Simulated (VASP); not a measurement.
# Lattice of Si2Ni across functionals and dispersion corrections, part 6 of 6

Which functional gives the lattice of Si2Ni as experiment finds it, and is a dearer one worth its cost? The start is a cell from a database of measured crystal structures.

VASP 6.6.1, plane waves and PAW; the level of theory is named at each step.

Still holding for the runs below: This run allows spin, but its moments start at zero, where symmetry between the spins tends to hold them, although Ni can carry a moment. The k-mesh is coarse for a metal.

So far. Step 10 (Relaxation with PBE + D3(BJ)): It ends at 12.96 Å³/atom, -1.6 % from the start, with 0.00 GPa left. The conventional cell has a = 5.378 Å. Against plain PBE, the dispersion term moves a by -1.2 %. Step 11 (Relaxation with r2SCAN + rVV10): It ends at 12.95 Å³/atom, -1.6 % from the start, with 0.00 GPa left. The conventional cell has a = 5.377 Å. Against plain r2SCAN, the dispersion term moves a by -0.2 %.

## Step 12: Relaxation with vdW-DF-cx

This step: vdW-DF-cx, zero-moment start; plane waves and PAW (Si, Ni) (VASP 6.6.1).

vdW-DF-cx takes its exchange from the same plasmon model as its correlation.

INCAR

```
SYSTEM = Si2Ni
PREC = Accurate
ENCUT = 520
EDIFF = 1E-06
NELM = 100
ISMEAR = -1
SIGMA = 0.05
LREAL = .FALSE.
ALGO = Normal
GGA = CX
AGGAC = 0
LUSE_VDW = .TRUE.
LASPH = .TRUE.
NBANDS = 16
ISPIN = 2
MAGMOM = -0 -0 0
LMAXMIX = 4
LORBIT = 11
LWAVE = .FALSE.
LCHARG = .FALSE.
KPAR = 8
IBRION = 2
NSW = 60
ISIF = 3
EDIFFG = -0.01
```

POSCAR

```
Si2Ni
1.0
    0.0000000000      2.7030000000      2.7030000000
    2.7030000000      0.0000000000      2.7030000000
    2.7030000000      2.7030000000      0.0000000000
Si Ni
2 1
Direct
    0.2500000000      0.2500000000      0.2500000000
    0.7500000000      0.7500000000      0.7500000000
    0.0000000000      0.0000000000      0.0000000000
```

KPOINTS

```
Automatic mesh
0
Gamma
7 7 7
0 0 0
```

PAW data sets: Si and Ni (PBE family, release 64).

Command:

```
> mpirun -np 8 vasp_std
```

What it wrote:

```text
[banner, memory and clock lines left out]
running    8 mpi-ranks, on    1 nodes
[...]
[... a notice as in an earlier step ...]

 [... a notice as in an earlier step ...]

 [... a notice as in an earlier step ...]

 LDA part: xc-table for (Slater+PW92), standard interpolation
 POSCAR, INCAR and KPOINTS ok, starting setup
[...]
entering main loop
       N       E                     dE             d eps       ncg     rms          rms(c)
DAV:   1     0.684477359797E+02    0.68448E+02   -0.77006E+03  1296   0.114E+03
DAV:   2    -0.115151243692E+02   -0.79963E+02   -0.72807E+02  1416   0.212E+02
DAV:   3    -0.148458011118E+02   -0.33307E+01   -0.32726E+01  1680   0.470E+01
DAV:   4    -0.148970328388E+02   -0.51232E-01   -0.51210E-01  1488   0.565E+00
[...]
DAV:  11    -0.129509519847E+02    0.65082E-04   -0.61947E-04  1512   0.360E-01    0.321E-02
DAV:  12    -0.129509708368E+02   -0.18852E-04   -0.55880E-05  1576   0.654E-02    0.173E-02
DAV:  13    -0.129509711650E+02   -0.32825E-06   -0.29057E-06  1560   0.290E-02
[...]
DAV:   4    -0.129508665475E+02    0.11630E-03   -0.59119E-04  1424   0.238E-01    0.215E-02
DAV:   5    -0.129508637581E+02    0.27894E-05   -0.23818E-05  1944   0.713E-02    0.984E-03
DAV:   6    -0.129508636461E+02    0.11202E-06   -0.11395E-06   888   0.143E-02
   2 F= -.12950864E+02 E0= -.12947404E+02  d E =0.107519E-03  mag=    -0.0000
 trial-energy change:    0.000108  1 .order    0.000051   -0.000310    0.000412
 step:   0.3259(harm=  0.4297)  dis= 0.00000  next Energy=   -12.951020 (dE=-0.486E-04)
[...]
N       E                     dE             d eps       ncg     rms          rms(c)
DAV:   1    -0.129528959004E+02   -0.20321E-02   -0.14474E-02  1312   0.239E+00    0.413E-01
DAV:   2    -0.129565167132E+02   -0.36208E-02   -0.29499E-02  1472   0.438E+00    0.627E-01
DAV:   3    -0.129510475228E+02    0.54692E-02   -0.13120E-02  1424   0.299E+00    0.653E-02
DAV:   4    -0.129510050219E+02    0.42501E-04   -0.29244E-04  1344   0.128E-01    0.201E-02
DAV:   5    -0.129510007381E+02    0.42838E-05   -0.12608E-05  1680   0.711E-02    0.672E-03
DAV:   6    -0.129510008361E+02   -0.97986E-07   -0.16390E-06   944   0.116E-02
   3 F= -.12951001E+02 E0= -.12947545E+02  d E =-.296711E-04  mag=     0.0000
[...]
reached required accuracy - stopping structural energy minimisation
```

The job ended after 76 s (8 MPI ranks of AMD EPYC 7R43, shared host; peak memory 2.6 GiB).

OUTCAR, selected parts (step 12):

```text
  Total       -0.0042585     -0.0042585     -0.0042585      0.0000000      0.0000000      0.0000000
  in kB       -0.1725240     -0.1725240     -0.1725240      0.0000000      0.0000000      0.0000000
  external PRESSURE =      -0.1725240 kB  Pullay stress =       0.0000000 kB

 POSITION                                       TOTAL-FORCE (eV/Angst)
 -----------------------------------------------------------------------------------
      1.35207      1.35207      1.35207         0.000000      0.000000      0.000000
      4.05620      4.05620      4.05620        -0.000000     -0.000000     -0.000000
      0.00000      0.00000      0.00000         0.000000      0.000000      0.000000
 -----------------------------------------------------------------------------------
    total drift:                               -0.000000     -0.000000      0.000000

  FREE ENERGIE OF THE ION-ELECTRON SYSTEM (eV)
  ---------------------------------------------------
  free  energy   TOTEN  =       -12.9510008361 eV

  energy  without entropy=      -12.9440884781  energy(sigma->0) =      -12.94754466

 magnetization (x)
# of ion       s       p       d       tot
------------------------------------------
    1       -0.000  -0.000   0.000  -0.000
    2       -0.000  -0.000   0.000  -0.000
    3        0.000   0.000   0.000   0.000
--------------------------------------------------
tot          0.000   0.000   0.000   0.000

[... 2 parts as in an earlier step ...]

[... 2 further parts left out ...]
[key lines of the parts left out:]
E-fermi :  10.3209
```

It ends at 13.18 Å³/atom, +0.1 % from the start, with -0.02 GPa left. The conventional cell has a = 5.408 Å.

## Step 13: Relaxation with optB88-vdW

This step: optB88-vdW, zero-moment start; plane waves and PAW (Si, Ni) (VASP 6.6.1).

optB88-vdW pairs nonlocal correlation with a B88-type exchange refitted to the binding of molecular dimers.

INCAR, as its differences from that of step 12:

```diff
@@ -9,5 +9,7 @@
 ALGO = Normal
-GGA = CX
+GGA = BO
 AGGAC = 0
 LUSE_VDW = .TRUE.
+PARAM1 = 0.1833333333
+PARAM2 = 0.22
 LASPH = .TRUE.
```

POSCAR is that of step 12.

KPOINTS is that of step 12.

Command:

```
> mpirun -np 8 vasp_std
```

What it wrote:

```text
[... set-up lines as in an earlier step ...]
 entering main loop
       N       E                     dE             d eps       ncg     rms          rms(c)
DAV:   1     0.700999980660E+02    0.70100E+02   -0.77143E+03  1296   0.114E+03
DAV:   2    -0.995302655272E+01   -0.80053E+02   -0.72983E+02  1432   0.213E+02
DAV:   3    -0.132849197038E+02   -0.33319E+01   -0.32755E+01  1672   0.473E+01
DAV:   4    -0.133367446536E+02   -0.51825E-01   -0.51807E-01  1480   0.578E+00
[...]
DAV:  12    -0.117502940813E+02   -0.15586E-04   -0.40960E-05  1584   0.644E-02    0.163E-02
DAV:  13    -0.117502924439E+02    0.16374E-05   -0.19605E-06  1344   0.302E-02    0.671E-03
DAV:  14    -0.117502916237E+02    0.82024E-06   -0.20013E-06  1208   0.292E-02
   1 F= -.11750292E+02 E0= -.11746794E+02  d E =-.117503E+02  mag=    -0.0000
[...]
N       E                     dE             d eps       ncg     rms          rms(c)
DAV:   1    -0.124948681556E+02   -0.74458E+00   -0.56786E+00  1288   0.473E+01    0.805E+00
[...]
DAV:   8    -0.117578631590E+02    0.19918E-06   -0.93952E-06  1856   0.423E-02
   2 F= -.11757863E+02 E0= -.11753446E+02  d E =-.757154E-02  mag=     0.0000
 trial-energy change:   -0.007572  1 .order   -0.008082   -0.054785    0.038622
 step:   0.5785(harm=  0.5865)  dis= 0.00000  next Energy=   -11.766040 (dE=-0.157E-01)
[...]
N       E                     dE             d eps       ncg     rms          rms(c)
DAV:   1    -0.119010488569E+02   -0.14319E+00   -0.99379E-01  1328   0.194E+01    0.355E+00
DAV:   2    -0.122121196625E+02   -0.31107E+00   -0.22614E+00  1408   0.374E+01    0.584E+00
DAV:   3    -0.117675736328E+02    0.44455E+00   -0.95657E-01  1456   0.265E+01    0.453E-01
DAV:   4    -0.117675509667E+02    0.22666E-04   -0.33442E-02  1360   0.108E+00    0.382E-01
DAV:   5    -0.117659713718E+02    0.15796E-02   -0.25325E-03  1624   0.115E+00    0.587E-02
DAV:   6    -0.117659898756E+02   -0.18504E-04   -0.22623E-04  1480   0.119E-01    0.299E-02
DAV:   7    -0.117659952584E+02   -0.53828E-05   -0.14871E-05  1664   0.411E-02    0.626E-03
DAV:   8    -0.117659951050E+02    0.15340E-06   -0.60714E-07   728   0.111E-02
   3 F= -.11765995E+02 E0= -.11762141E+02  d E =-.157035E-01  mag=    -0.0000
[...]
reached required accuracy - stopping structural energy minimisation
```

Run time: 87 s. Hardware: 8 MPI ranks; peak memory 2.7 GiB.

Parts of OUTCAR (step 13):

```text
  Total        0.0153882      0.0153882      0.0153882      0.0000000     -0.0000000      0.0000000
  in kB        0.6060074      0.6060074      0.6060074      0.0000000     -0.0000000      0.0000000
  external PRESSURE =       0.6060074 kB  Pullay stress =       0.0000000 kB

 POSITION                                       TOTAL-FORCE (eV/Angst)
 -----------------------------------------------------------------------------------
      1.36490      1.36490      1.36490        -0.000000     -0.000000     -0.000000
      4.09470      4.09470      4.09470         0.000000      0.000000      0.000000
      0.00000      0.00000      0.00000         0.000000      0.000000      0.000000
 -----------------------------------------------------------------------------------
    total drift:                               -0.000000     -0.000000      0.000000

  FREE ENERGIE OF THE ION-ELECTRON SYSTEM (eV)
  ---------------------------------------------------
  free  energy   TOTEN  =       -11.7659951050 eV

  energy  without entropy=      -11.7582869752  energy(sigma->0) =      -11.76214104

 magnetization (x)
# of ion       s       p       d       tot
------------------------------------------
    1       -0.000   0.000   0.000  -0.000
    2       -0.000   0.000   0.000  -0.000
    3       -0.000  -0.000  -0.000  -0.000
--------------------------------------------------
tot         -0.000  -0.000  -0.000  -0.000

[... 2 parts as in an earlier step ...]

[... 2 further parts left out ...]
[key lines of the parts left out:]
E-fermi :   9.8129
```

It ends at 13.56 Å³/atom, +3.0 % from the start, with 0.06 GPa left. The conventional cell has a = 5.460 Å.

## Step 14: The cells as a table

This step: relaxed cells at several levels; plane waves and PAW (VASP 6.6.1).

Derived from the runs above.

Lengths are those of the conventional cell; cost is the wall time of each run, as given at its step, times its ranks, without the set-up around it. Results by level, by row:

```csv
level,volume (Å³/atom),change from the start (%),a (Å),cost (core minutes)
LDA,12.84,-2.5,5.361,2
PBEsol,13.04,-1,5.388,2.53
PBE,13.42,1.9,5.441,2.61
r2SCAN,13.01,-1.2,5.385,8
PBE + D3(BJ),12.96,-1.6,5.378,2.93
r2SCAN + rVV10,12.95,-1.6,5.377,18.1
vdW-DF-cx,13.18,0.1,5.408,10.1
optB88-vdW,13.56,3,5.46,11.6
```

## Step 15: Summary of results

```yaml
volume_lda: 12.84 Å³/atom
volume_pbesol: 13.04 Å³/atom
volume_pbe: 13.42 Å³/atom
volume_r2scan: 13.01 Å³/atom
volume_pbe_d3_bj: 12.96 Å³/atom
volume_r2scan_rvv10: 12.95 Å³/atom
volume_vdw_df_cx: 13.18 Å³/atom
volume_optb88_vdw: 13.56 Å³/atom
```

**Reading.** For Si2Ni the levels give volumes between 12.84 Å³/atom (LDA) and 13.56 Å³/atom (optB88-vdW), a spread of 5.6 %, while the cost of the finished runs spans a factor of 9.1. At LDA + U the magnetic starts gave no state below the non-magnetic one; other levels were not tested for magnetism. Within 1 % of experiment on every length: LDA, PBEsol, PBE, r2SCAN, PBE + D3(BJ), r2SCAN + rVV10, vdW-DF-cx and optB88-vdW. The nearest, vdW-DF-cx, took 5.1 times the core time of LDA and lowers the largest miss from 0.84 to 0.04 %. Thermal and zero-point expansion, often some tenths of a per cent in length, bear on this order: with the measured lengths lowered by an assumed 0.4 % the nearest becomes r2SCAN. The costs hold the number of ionic steps as well as the price of the functional. The closing table has room for seven levels; r2SCAN + rVV10 stands in the table of levels alone. Adding D3(BJ) to PBE changes the volume by -3.4 % (a by -1.2 %). Adding rVV10 to r2SCAN changes the volume by -0.5 % (a by -0.2 %). Pairwise corrections of the D and TS kind ignore the screening in a metal, so they may overbind here. Within 0.02 Å all end in space group Fm-3m; the runs can't lower the symmetry of the start. The k-sampling is coarse for a metal, so the Fermi level, pressures and the shape of the cell carry errors. Each is a single relaxation on the plane waves of the start cell, so larger changes of volume carry a basis-set error that was not tested here.

Comparison with the measured values:

```
              quantity  measured             LDA          PBEsol             PBE          r2SCAN    PBE + D3(BJ)       vdW-DF-cx      optB88-vdW
lattice constant a (Å)     5.406  5.361 (-0.8 %)  5.388 (-0.3 %)  5.441 (+0.6 %)  5.385 (-0.4 %)  5.378 (-0.5 %)  5.408 (+0.0 %)  5.460 (+1.0 %)
```

Measured values from arxiv:1602.05840 (2016).

How well it matches: For the lattice constant a, of the levels listed nearest comes vdW-DF-cx (+0.0 %) and farthest optB88-vdW (+1.0 %). The magnetic state of these runs (no moments) need not be that of the sample, so the match is not graded. Zero-point motion and thermal expansion are not in the computed lattice constants.

[Lines on the potential files, build, host, timing and source positions are cut from VASP's logs without a mark.]

[Logs are printed without paths, hosts, clocks, repeated set-up lines and the standing remarks that a program may print on its own settings, such as how far it seeks lower states.]

[Hosts, paths, dates, database ids (printed as entryN), source tags and the programs' standing remarks are cut or masked in the printed files.]

[A measured line is paired with the nearest computed mode of its activity, which favours agreement.]
